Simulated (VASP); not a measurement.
Runs of VASP 6.6.1 on NaBe2Se2. Symmetry: P-6m2, No. 187, hexagonal system. The conventional cell has a = 3.672 Å, b = 3.672 Å, c = 8.011 Å, α = 90.00°, β = 90.00°, γ = 120.00°. Na (site symmetry -6m2) is surrounded by 6 Se at 3.04 Å. Be (site symmetry 3m) has 3 Se at 2.22 Å and 1 Be at 2.35 Å as nearest neighbours. Around Se (site symmetry 3m) lie 3 Be at 2.22 Å. The cell was built by a generator and needn't be a form met in nature.

```tsv
level	gap on the mesh (eV)	pressure (GPa)	relaxed volume (Å³/atom)
PBEsol+D3(BJ)	none	0.0	(a)
PBEsol	none	0.0	18.22
PBEsol+D3	none	0.0	(b)
PBEsol+rVV10	none	0.0	18.13
PBEsol+D4	none	0.0	17.87
```

Alike in all rows: task relaxation of cell and atoms; potentials or basis VASP PAW PBE potentials, release 64 (Na_pv, Be, Se); no spin polarisation; cell relaxed; k mesh 6 × 6 × 3; cutoff (eV) 600; smearing fermi-dirac 0.05 eV.

**Question.** Estimate the missing entries.

**Answer.** (a) 17.42; (b) 17.76.

Caveats: the PAW data sets were made with another functional, which shifts forces and pressure a little; pairwise dispersion overbinds metals, which lowers pressure and volume (some runs).

A k mesh can miss the band edges, and the runs leave out spin-orbit coupling on Se.

A gap of «none» marks a metal or a gap under the smearing width.
